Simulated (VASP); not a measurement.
# Ga24CN23 (a cell with a defect) in VASP: a series of runs

One crystal, Ga24CN23 (a cell with a defect), is run at these levels: PBE, HSE06; tasks: relaxation of the atoms, single point.

All numbers are computed with VASP 6.6.1; they aren't measurements. Logs are shortened: lines on timing, memory, paths and dates and some standing lists are left out, and cuts for length are marked.

## 1. Starting point

The cell holds a defect, 48 atoms: a = 8.302 Å, b = 8.302 Å, c = 8.302 Å, α = 84.34°, β = 84.34°, γ = 84.34°.

## 2. Relaxation of the atoms, PBE

INCAR reads:

```
SYSTEM = Ga24CN23
PREC = Normal ; ENCUT = 450
EDIFF = 1E-6 ; ISMEAR = 0
SIGMA = 0.01 ; LREAL = Auto
LASPH = .True. ; NELM = 80
ALGO = Normal ; ISIF = 2
LWAVE = .False. ; LCHARG = .False.
GGA = PE ; IBRION = 2
NSW = 70 ; EDIFFG = -0.025
ICORELEVEL = 1 ; NELECT = 430.0
ISYM = 0 ; KPAR = 4
NCORE = 2
```

KPOINTS reads:

```
Automatic mesh
0
Monkhorst
  2 2 2
  0 0 0
```

POSCAR reads:

```
Ga24CN23
1.0
   -3.2177240000     -5.5732640000      5.2440550000
    6.4354500000      0.0000000000      5.2440550000
   -3.2177260000      5.5732640000      5.2440550000
Ga C N
24 1 23
Direct
    0.8330620000      0.4997285000      0.6663955000
    0.6663953300      0.3330618300      0.9997288300
    0.9997286700      0.6663951700      0.3330621700
    0.6663953300      0.8330618300      0.4997288300
    0.9997286700      0.1663951700      0.8330621700
    0.1663953300      0.3330618300      0.4997288300
    0.4997286700      0.6663951700      0.8330621700
    0.8330620000      0.9997285000      0.1663955000
    0.3330620000      0.4997285000      0.1663955000
    0.3330620000      0.9997285000      0.6663955000
    0.1663953300      0.8330618300      0.9997288300
    0.4934854000      0.1685377700      0.3424061100
    0.6667455300      0.4984169700      0.3386279200
    0.4952754300      0.3407198300      0.6787558500
    0.8330620000      0.6663955000      0.9997285000
    0.4997286700      0.8330621700      0.1663951700
    0.8403867200      0.1665770700      0.5086386000
    0.9997286700      0.3330621700      0.1663951700
    0.3330620000      0.6663955000      0.4997285000
    0.6663953300      0.9997288300      0.8330618300
    0.1663953300      0.4997288300      0.8330618300
    0.1663953300      0.9997288300      0.3330618300
    0.9997286700      0.8330621700      0.6663951700
    0.3330620000      0.1663955000      0.9997285000
    0.6304233200      0.2950947600      0.4596879500
    0.4586046700      0.1252711700      0.7919381700
    0.7919380000      0.4586045000      0.1252715000
    0.4586046700      0.6252711700      0.2919381700
    0.7919380000      0.9586045000      0.6252715000
    0.9586046700      0.1252711700      0.2919381700
    0.2919380000      0.4586045000      0.6252715000
    0.6252713300      0.7919378300      0.9586048300
    0.1252713300      0.2919378300      0.9586048300
    0.1252713300      0.7919378300      0.4586048300
    0.9586046700      0.6252711700      0.7919381700
    0.2919380000      0.9586045000      0.1252715000
    0.7919380000      0.6252715000      0.4586045000
    0.6252713300      0.4586048300      0.7919378300
    0.9586046700      0.7919381700      0.1252711700
    0.6252713300      0.9586048300      0.2919378300
    0.9586046700      0.2919381700      0.6252711700
    0.1252713300      0.4586048300      0.2919378300
    0.4586046700      0.7919381700      0.6252711700
    0.7919380000      0.1252715000      0.9586045000
    0.2919380000      0.6252715000      0.9586045000
    0.2919380000      0.1252715000      0.4586045000
    0.1252713300      0.9586048300      0.7919378300
    0.4586046700      0.2919381700      0.1252711700
```

Potentials or basis: VASP PAW PBE potentials, release 64 (Ga_d, C, N).

Launch:

```console
> cat potpaw_PBE.64/Ga_d/POTCAR potpaw_PBE.64/C/POTCAR potpaw_PBE.64/N/POTCAR > POTCAR
> mpirun -np 8 vasp_std > vasp.out
```

OUTCAR:

```text
SYSTEM = Ga24CN23
   PREC = Normal
   ENCUT = 450
   EDIFF = 1E-6
   ISMEAR = 0
   LREAL = Auto
   LASPH = .True.
   NELM = 80
   ISIF = 2
   GGA = PE
   IBRION = 2
   NSW = 70
   EDIFFG = -0.025
   NELECT = 430.0
   ISYM = 0

 ion  position               nearest neighbor table
   1  0.833  0.500  0.666-  41 1.97  38 1.97  37 1.97  35 1.98
   2  0.666  0.333  1.000-  44 1.97  48 1.97  38 1.97  27 1.98
   3  1.000  0.666  0.333-  42 1.97  37 1.97  39 1.97  34 1.98
   4  0.666  0.833  0.500-  37 1.97  43 1.97  40 1.97  29 1.98
   5  1.000  0.166  0.833-  47 1.97  44 1.97  41 1.97  33 1.98
   6  0.166  0.333  0.500-  46 1.97  41 1.97  42 1.97  31 1.98
[... 40 lines left out ...]
  47  0.125  0.959  0.792-   5 1.97  10 1.97  11 1.97  23 1.98
  48  0.459  0.292  0.125-   9 1.97   2 1.97  24 1.98  12 2.02

IMPORTANT INFORMATION: All symmetrisations will be switched off!
NOSYMM: (Re-)initialisation of all symmetry stuff for point group C_1.

----------------------------------------------------------------------------------------

                                     Primitive cell

  volume of cell :     564.2571

  direct lattice vectors                    reciprocal lattice vectors
    -3.217724000 -5.573264000  5.244055000    -0.051796430 -0.089714044  0.063564042
     6.435450000  0.000000000  5.244055000     0.103592859  0.000000019  0.063564042
    -3.217726000  5.573264000  5.244055000    -0.051796430  0.089714025  0.063564042

  length of vectors
     8.301513850  8.301513690  8.301514625     0.121539571  0.121539574  0.121539557

  position of ions in fractional coordinates (direct lattice)
     0.833062000  0.499728500  0.666395500
     0.666395330  0.333061830  0.999728830
     0.999728670  0.666395170  0.333062170
     0.666395330  0.833061830  0.499728830
     0.999728670  0.166395170  0.833062170
     0.166395330  0.333061830  0.499728830
[... 40 lines left out ...]
     0.125271330  0.958604830  0.791937830
     0.458604670  0.291938170  0.125271170

  ion indices of the primitive-cell ions
   primitive index   ion index
                 1           1
                 2           2
                 3           3
                 4           4
                 5           5
                 6           6
[... 40 lines left out ...]
                47          47
                48          48

----------------------------------------------------------------------------------------

 KPOINTS: Automatic mesh

Automatic generation of k-mesh.
 Grid dimensions read from file:
 generate k-points for:    2    2    2

 Generating k-lattice:

  Cartesian coordinates                     Fractional coordinates (reciprocal lattice)
    -0.025898215 -0.044857022  0.031782021     0.500000000  0.000000000  0.000000000
     0.051796430  0.000000009  0.031782021     0.000000000  0.500000000  0.000000000
    -0.025898215  0.044857013  0.031782021     0.000000000  0.000000000  0.500000000

  Length of vectors
     0.060769785  0.060769787  0.060769779

  Shift w.r.t. Gamma in fractional coordinates (k-lattice)
     0.500000000  0.500000000  0.500000000

 Subroutine IBZKPT returns following result:
 ===========================================

 Found      4 irreducible k-points:

 Following reciprocal coordinates:
            Coordinates               Weight
  0.250000  0.250000  0.250000      2.000000
 -0.250000  0.250000  0.250000      2.000000
  0.250000 -0.250000  0.250000      2.000000
  0.250000  0.250000 -0.250000      2.000000
   k-points           NKPTS =      4   k-points in BZ     NKDIM =      4   number of bands    NBANDS=    258
   number of dos      NEDOS =    301   number of ions     NIONS =     48
   total plane-waves  NPLWV = 110592
   dimension x,y,z NGX =    48 NGY =   48 NGZ =   48
   dimension x,y,z NGXF=    96 NGYF=   96 NGZF=   96
   ions per type =              24   1  23
   NGX,Y,Z   is equivalent  to a cutoff of   9.61,  9.61,  9.61 a.u.
   NGXF,Y,Z  is equivalent  to a cutoff of  19.22, 19.22, 19.22 a.u.
 SYSTEM =  Ga24CN23
[... 45 lines left out ...]
  Direction    XX          YY          ZZ          XY          YZ          ZX
  --------------------------------------------------------------------------------------
  -------------------------------------------------------------------------------------
  Total      -10.4360176    -11.8202518     -6.1382200     -1.1763204     -2.3268238     -0.2191728
  in kB      -29.6325043    -33.5629619    -17.4291417     -3.3400979     -6.6068896     -0.6223293
  external PRESSURE =     -26.8748693 kB  Pullay stress =       0.0000000 kB
[... 227 lines left out ...]
  FREE ENERGIE OF THE ION-ELECTRON SYSTEM (eV)
  ---------------------------------------------------
  free  energy   TOTEN  =      -294.2680286898 eV

  energy  without entropy=     -294.2652051618  energy(sigma->0) =     -294.26661693

[... ionic steps 4 to 9 ...]

--------------------------------------- Ionic step       10  -------------------------------------------

 number of electron     430.0000708 magnetization

------------------------ aborting loop because EDIFF is reached ----------------------------------------
[... 159 lines left out ...]
--------------------------------------- Ionic step       12  -------------------------------------------

 number of electron     430.0000697 magnetization

 Free energy of the ion-electron system (eV)
  ---------------------------------------------------
  ext. energy  EPLUGINS =         0.00000000
  ---------------------------------------------------
  free energy    TOTEN  =      -294.31164432 eV

  energy without entropy =     -294.30780024  energy(sigma->0) =     -294.30972228

 the core state eigenenergies are
   1-  1s -10217.4170  2s  -1250.7992  2p  -1087.2586  3s   -137.0713  3p    -87.8153

   2-  1s -10217.3612  2s  -1250.7503  2p  -1087.2088  3s   -137.0272  3p    -87.7715

   3-  1s -10217.3497  2s  -1250.7400  2p  -1087.1983  3s   -137.0208  3p    -87.7652
[... 65 lines left out ...]
  47-  1s   -370.4180
  48-  1s   -370.3822

 E-fermi :   4.9248     XC(G=0): -11.4999

 val. band max:        4.8686789036   @ k =  -0.2500   0.2500   0.2500
 cond. band min:       4.9270552317   @ k =  -0.2500   0.2500   0.2500
 fundamental gap:      0.0583763281
 Fermi energy:         4.9247988108

 k-point     1 :       0.2500    0.2500    0.2500
  band No.  band energies     occupation
      1     -10.5885      2.00000
      2     -10.1998      2.00000
      3     -10.1995      2.00000
      4     -10.1585      2.00000
      5     -10.0128      2.00000
      6      -9.9999      2.00000
[... 219 lines left out ...]
    226      10.0368      0.00000
    227      10.0939      0.00000

 k-point     2 :      -0.2500    0.2500    0.2500
  band No.  band energies     occupation
      1     -10.5548      2.00000
      2     -10.2390      2.00000
      3     -10.2062      2.00000
      4     -10.1688      2.00000
      5     -10.0530      2.00000
      6     -10.0222      2.00000
[... 219 lines left out ...]
    226      10.1558      0.00000
    227      10.2095      0.00000

 k-point     3 :       0.2500   -0.2500    0.2500
  band No.  band energies     occupation
      1     -10.5548      2.00000
      2     -10.2389      2.00000
      3     -10.2066      2.00000
      4     -10.1688      2.00000
      5     -10.0528      2.00000
      6     -10.0221      2.00000
[... 219 lines left out ...]
    226      10.1565      0.00000
    227      10.2085      0.00000

 k-point     4 :       0.2500    0.2500   -0.2500
  band No.  band energies     occupation
      1     -10.5548      2.00000
      2     -10.2389      2.00000
      3     -10.2063      2.00000
      4     -10.1690      2.00000
      5     -10.0530      2.00000
      6     -10.0221      2.00000
[... 219 lines left out ...]
    226      10.1564      0.00000
    227      10.2094      0.00000
 [bands above 227 left out]

------------------------ aborting loop because EDIFF is reached ----------------------------------------

  FORCE on cell =-STRESS in cart. coord.  units (eV):
  Direction    XX          YY          ZZ          XY          YZ          ZX
  --------------------------------------------------------------------------------------
  -------------------------------------------------------------------------------------
  Total      -11.8284597    -11.9037407     -5.9032264     -0.0775201     -0.0228840      0.0101255
  in kB      -33.5862679    -33.8000242    -16.7618904     -0.2201142     -0.0649778      0.0287509
  external PRESSURE =     -28.0493942 kB  Pullay stress =       0.0000000 kB
[... 63 lines left out ...]
  FREE ENERGIE OF THE ION-ELECTRON SYSTEM (eV)
  ---------------------------------------------------
  free  energy   TOTEN  =      -294.3116443160 eV

  energy  without entropy=     -294.3078002425  energy(sigma->0) =     -294.30972228

 reached required accuracy - stopping structural energy minimisation
```

It took 11 min on 8 MPI ranks of Intel Xeon Platinum 8488C (Sapphire Rapids), shared host; peak memory 0.36 GiB.

What came out:

| Item | Value |
| --- | --- |
| Free energy | -294.3116 eV |
| Energy gained by relaxing | 5.4 meV/atom |
| Ionic steps | 12 |
| Largest force after relaxing | 0.017 eV/Å |

Forces in eV/Å, atoms in the order of the input:
```
Ga   0.002 -0.005  0.016
Ga  -0.001  0.003  0.000
Ga  -0.005  0.002  0.005
Ga   0.005 -0.001  0.000
Ga   0.003  0.003 -0.002
Ga  -0.007  0.001  0.000
Ga  -0.002  0.002 -0.001
Ga   0.000  0.005 -0.002
Ga  -0.003  0.002 -0.005
Ga   0.001  0.001 -0.008
Ga  -0.001 -0.003  0.001
Ga   0.000 -0.003 -0.011
Ga   0.006 -0.003  0.003
Ga   0.005 -0.006 -0.004
Ga  -0.002 -0.002  0.005
Ga   0.001  0.002  0.000
Ga  -0.002 -0.002 -0.003
Ga   0.001  0.000 -0.007
Ga  -0.001  0.002 -0.004
Ga   0.002  0.000 -0.003
Ga   0.001 -0.004  0.007
Ga   0.004 -0.007 -0.001
Ga   0.001  0.001  0.008
Ga   0.002 -0.005 -0.005
C   -0.008  0.001  0.004
N    0.003 -0.005 -0.003
N    0.003  0.004 -0.001
N   -0.004  0.007  0.001
N    0.003  0.002  0.000
N   -0.002  0.004 -0.002
N   -0.002  0.003  0.003
N   -0.004 -0.003 -0.002
N    0.005  0.001 -0.002
N    0.001  0.003  0.004
N    0.005  0.001  0.008
N   -0.002  0.000 -0.003
N    0.002 -0.002 -0.001
N    0.002 -0.007  0.000
N   -0.001  0.001  0.006
N    0.005  0.000  0.001
N    0.001  0.001  0.002
N    0.001  0.003  0.000
N   -0.006  0.000 -0.003
N   -0.003  0.002 -0.004
N   -0.003  0.001  0.005
N   -0.003 -0.004 -0.005
N    0.001  0.003  0.004
N   -0.002  0.003  0.000
```

Step by step:
| step | energy change (eV) | largest force (eV/Å) | pressure (GPa) |
| --- | --- | --- | --- |
| 1 | 0.0000 | 1.3923 | -2.69 |
| 2 | -0.2073 | 0.4777 | -2.80 |
| 3 | -0.2172 | 0.4785 | -2.80 |
| 4 | -0.2456 | 0.1771 | -2.81 |
| 5 | -0.2482 | 0.1931 | -2.82 |
| 6 | -0.2555 | 0.1106 | -2.81 |
| 7 | -0.2564 | 0.0759 | -2.81 |
| 8 | -0.2591 | 0.0436 | -2.81 |
| 9 | -0.2595 | 0.0448 | -2.81 |
| 10 | -0.2605 | 0.0253 | -2.81 |
| 11 | -0.2605 | 0.0287 | -2.81 |
| 12 | -0.2608 | 0.0172 | -2.80 |

Final structure:
```yaml
crystal:
  lattice:
    - [-3.21772, -5.57326, 5.24406]
    - [6.43545, 0.00000, 5.24406]
    - [-3.21773, 5.57326, 5.24406]
  atoms:
    - { symbol: Ga, position: [0.83274, 0.49966, 0.66693] }
    - { symbol: Ga, position: [0.66634, 0.33317, 0.00224] }
    - { symbol: Ga, position: [0.00068, 0.66649, 0.33339] }
    - { symbol: Ga, position: [0.66633, 0.83494, 0.50034] }
    - { symbol: Ga, position: [0.99977, 0.16631, 0.83484] }
    - { symbol: Ga, position: [0.16808, 0.33331, 0.50023] }
    - { symbol: Ga, position: [0.49943, 0.66778, 0.83359] }
    - { symbol: Ga, position: [0.83204, 0.99976, 0.16745] }
    - { symbol: Ga, position: [0.33350, 0.49903, 0.16679] }
    - { symbol: Ga, position: [0.33288, 0.00041, 0.66617] }
    - { symbol: Ga, position: [0.16588, 0.83285, 0.99998] }
    - { symbol: Ga, position: [0.49965, 0.16657, 0.33389] }
    - { symbol: Ga, position: [0.66795, 0.50269, 0.33486] }
    - { symbol: Ga, position: [0.50071, 0.33471, 0.67031] }
    - { symbol: Ga, position: [0.83283, 0.66793, 0.00009] }
    - { symbol: Ga, position: [0.49969, 0.83334, 0.16591] }
    - { symbol: Ga, position: [0.83596, 0.16759, 0.50216] }
    - { symbol: Ga, position: [0.99986, 0.33346, 0.16813] }
    - { symbol: Ga, position: [0.33412, 0.66670, 0.50052] }
    - { symbol: Ga, position: [0.66665, 0.00091, 0.83390] }
    - { symbol: Ga, position: [0.16605, 0.49971, 0.83514] }
    - { symbol: Ga, position: [0.16638, 0.99868, 0.33391] }
    - { symbol: Ga, position: [0.00112, 0.83278, 0.66693] }
    - { symbol: Ga, position: [0.33192, 0.16652, 0.00077] }
    - { symbol: C, position: [0.62397, 0.29099, 0.45817] }
    - { symbol: N, position: [0.45777, 0.12475, 0.79296] }
    - { symbol: N, position: [0.79260, 0.45950, 0.12569] }
    - { symbol: N, position: [0.45799, 0.62560, 0.29169] }
    - { symbol: N, position: [0.79269, 0.95845, 0.62656] }
    - { symbol: N, position: [0.95861, 0.12470, 0.29199] }
    - { symbol: N, position: [0.29171, 0.45937, 0.62659] }
    - { symbol: N, position: [0.62508, 0.79261, 0.95853] }
    - { symbol: N, position: [0.12463, 0.29193, 0.95982] }
    - { symbol: N, position: [0.12566, 0.79126, 0.45909] }
    - { symbol: N, position: [0.95840, 0.62514, 0.79244] }
    - { symbol: N, position: [0.29096, 0.95790, 0.12520] }
    - { symbol: N, position: [0.79312, 0.62816, 0.45943] }
    - { symbol: N, position: [0.62526, 0.46002, 0.79551] }
    - { symbol: N, position: [0.95826, 0.79212, 0.12570] }
    - { symbol: N, position: [0.62431, 0.95611, 0.29089] }
    - { symbol: N, position: [0.96136, 0.29223, 0.62719] }
    - { symbol: N, position: [0.12566, 0.45859, 0.29275] }
    - { symbol: N, position: [0.45878, 0.79257, 0.62562] }
    - { symbol: N, position: [0.79175, 0.12575, 0.95961] }
    - { symbol: N, position: [0.29171, 0.62526, 0.95916] }
    - { symbol: N, position: [0.28916, 0.12378, 0.45843] }
    - { symbol: N, position: [0.12526, 0.95856, 0.79231] }
    - { symbol: N, position: [0.45690, 0.29122, 0.12341] }
```

Levels at points of the mesh, in eV from the Fermi level:
```csv
k point,band 211,band 212,band 213,band 214,band 215,band 216,band 217,band 218,band 219,band 220
"(0.25, 0.25, 0.25)",-0.82,-0.60,-0.53,-0.37,0.05,0.07,3.12,4.27,4.30,4.30
```

Core levels (eV, on the scale of the bands):
```
atom                                                    levels
1 Ga  1s -10217.4, 2s -1250.8, 2p -1087.3, 3s -137.1, 3p -87.8
2 Ga  1s -10217.4, 2s -1250.8, 2p -1087.2, 3s -137.0, 3p -87.8
3 Ga  1s -10217.3, 2s -1250.7, 2p -1087.2, 3s -137.0, 3p -87.8
4 Ga  1s -10217.4, 2s -1250.7, 2p -1087.2, 3s -137.0, 3p -87.8
5 Ga  1s -10217.4, 2s -1250.7, 2p -1087.2, 3s -137.0, 3p -87.8
6 Ga  1s -10217.4, 2s -1250.8, 2p -1087.2, 3s -137.0, 3p -87.8
```

Caveat: the k mesh is coarse (spacing up to 0.38 Å⁻¹), so the values aren't converged; the cell is charged against a uniform background, so pressure and absolute levels hang on convention; the cutoff is under 1.25 times the usual one of these potentials, so pressure, stress and relaxed cells hold a basis-set (Pulay) error.

(Continued in part 2 of 2.)
